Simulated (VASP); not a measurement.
These are SCAN meta-GGA, VASP's PBE PAW potentials (set 64) (plane waves; VASP 6.6.1) values and carry that method's errors.

A VASP calculation is set up with these files.

**INCAR**
```
NELM = 100   # most electronic steps
EDIFF = 1E-7   # SCF stop (eV)
ISMEAR = -5   # tetrahedra, Bloechl
LASPH = .True.   # aspherical one-centre terms
PREC = Accurate
LMAXMIX = 4   # l cut-off of mixed one-centre charges
LWAVE = .False.
NEDOS = 601   # DOS grid
SYSTEM = PdIn
ENCUT = 520   # plane-wave cut-off (eV)
ALGO = Normal
LREAL = .False.   # projection in real space or not
LORBIT = 11   # lm-projected
METAGGA = SCAN
LCHARG = .False.
LMIXTAU = .True.
ISIF = 2
```

### KPOINTS_OPT
```
k-points along high-symmetry lines
10
Line-mode
Reciprocal
  0.000000   0.000000   0.000000 ! GAMMA
  0.000000   0.500000   0.000000 ! X

  0.000000   0.500000   0.000000 ! X
  0.500000   0.500000   0.000000 ! M

  0.500000   0.500000   0.000000 ! M
  0.000000   0.000000   0.000000 ! GAMMA

  0.000000   0.000000   0.000000 ! GAMMA
  0.500000   0.500000   0.500000 ! R

  0.500000   0.500000   0.500000 ! R
  0.000000   0.500000   0.000000 ! X

  0.500000   0.500000   0.500000 ! R
  0.500000   0.500000   0.000000 ! M
```

### KPOINTS
```
Regular mesh
0
Gamma
 13 13 13
```

POSCAR:
```
PdIn
6.5145650
  0.4999999867   0.0000000000   0.0000000000
  0.0000000000   0.4999999867   0.0000000000
  0.0000000000   0.0000000000   0.4999999867
In Pd
1 1
Cart
  0.2499999933   0.2499999933   0.2499999933
  0.0000000000   0.0000000000   0.0000000000
```

POTCAR, in this order: In_d Pd (PBE.64 set). Program: vasp_std.

Output of the run:

OSZICAR:
```
       N       E                     dE             d eps       ncg     rms          rms(c)
DAV:   1     0.103686910394E+03    0.10369E+03   -0.11862E+04  2551   0.205E+03
DAV:   2    -0.653508525718E+02   -0.16904E+03   -0.16543E+03  2688   0.422E+02
DAV:   3    -0.731325441656E+02   -0.77817E+01   -0.77437E+01  3157   0.967E+01
DAV:   4    -0.732778816174E+02   -0.14534E+00   -0.14524E+00  3087   0.126E+01
DAV:   5    -0.732855832106E+02   -0.77016E-02   -0.76983E-02  3779   0.253E+00    0.829E+00
DAV:   6    -0.670826866271E+02    0.62029E+01   -0.67238E+00  2688   0.387E+01    0.353E+00
DAV:   7    -0.671704274870E+02   -0.87741E-01   -0.40293E-01  2730   0.821E+00    0.283E+00
DAV:   8    -0.671561631759E+02    0.14264E-01   -0.65203E-01  2996   0.833E+00    0.254E+00
DAV:   9    -0.671608987195E+02   -0.47355E-02   -0.27981E-01  2793   0.649E+00    0.157E+00
DAV:  10    -0.671842778492E+02   -0.23379E-01   -0.10116E-01  2695   0.315E+00    0.777E-01
DAV:  11    -0.671723815164E+02    0.11896E-01   -0.33998E-02  3101   0.223E+00    0.436E-01
DAV:  12    -0.671743752629E+02   -0.19937E-02   -0.41411E-03  2849   0.596E-01    0.319E-01
DAV:  13    -0.671742352059E+02    0.14006E-03   -0.24621E-03  2933   0.534E-01    0.133E-01
DAV:  14    -0.671760247625E+02   -0.17896E-02   -0.11761E-03  2814   0.343E-01    0.959E-02
DAV:  15    -0.671759687637E+02    0.55999E-04   -0.72213E-05  3290   0.855E-02    0.512E-02
DAV:  16    -0.671761736296E+02   -0.20487E-03   -0.18394E-05  3402   0.490E-02    0.195E-02
DAV:  17    -0.671761454681E+02    0.28162E-04   -0.23613E-06  3136   0.157E-02    0.501E-03
DAV:  18    -0.671761557554E+02   -0.10287E-04   -0.89429E-07  2765   0.117E-02    0.242E-03
DAV:  19    -0.671761533153E+02    0.24401E-05   -0.24241E-07  2882   0.608E-03    0.560E-04
DAV:  20    -0.671761526036E+02    0.71168E-06   -0.12505E-08  1414   0.149E-03    0.508E-04
DAV:  21    -0.671761525905E+02    0.13170E-07   -0.17288E-08  1414   0.152E-03
   1 F= -.67176153E+02 E0= -.67176153E+02  d E =0.000000E+00
       N       E                     dE             ncg
```

File OUTCAR:
```
------------------------ aborting loop because EDIFF is reached ----------------------------------------
  FORCE on cell =-STRESS in cart. coord.  units (eV):
  Direction    XX          YY          ZZ          XY          YZ          ZX
  --------------------------------------------------------------------------------------
  Total       -0.0377966     -0.0377966     -0.0377966     -0.0000000     -0.0000000      0.0000000
  in kB       -1.7522521     -1.7522521     -1.7522521     -0.0000000     -0.0000000      0.0000000
  external PRESSURE =      -1.7522521 kB  Pullay stress =       0.0000000 kB
  volume of cell :       34.56
      direct lattice vectors                 reciprocal lattice vectors
     3.257282413  0.000000000  0.000000000     0.307004390  0.000000000  0.000000000
     0.000000000  3.257282413  0.000000000     0.000000000  0.307004390  0.000000000
     0.000000000  0.000000000  3.257282413     0.000000000  0.000000000  0.307004390
 POSITION                                       TOTAL-FORCE (eV/Angst)
 -----------------------------------------------------------------------------------
      1.62864      1.62864      1.62864         0.000000      0.000000      0.000000
      0.00000      0.00000      0.00000         0.000000      0.000000      0.000000
 -----------------------------------------------------------------------------------
    total drift:                                0.000000      0.000000     -0.000000
  FREE ENERGIE OF THE ION-ELECTRON SYSTEM (eV)
  ---------------------------------------------------
  free  energy   TOTEN  =       -67.1761525905 eV

  energy  without entropy=      -67.1761525905  energy(sigma->0) =      -67.17615259

 total charge

# of ion       s       p       d       tot
------------------------------------------
    1        0.815   0.799   9.905  11.518
    2        0.445   0.422   8.641   9.509
--------------------------------------------------
tot          1.260   1.221  18.546  21.027
```
(Selected blocks of OUTCAR.)

For a metal the tetrahedron method with Blöchl corrections gives inexact stress and forces.

The compound is PdIn in the CsCl type structure. It was relaxed first. The electron count is odd and the run is not spin-polarised, which forces a metal.
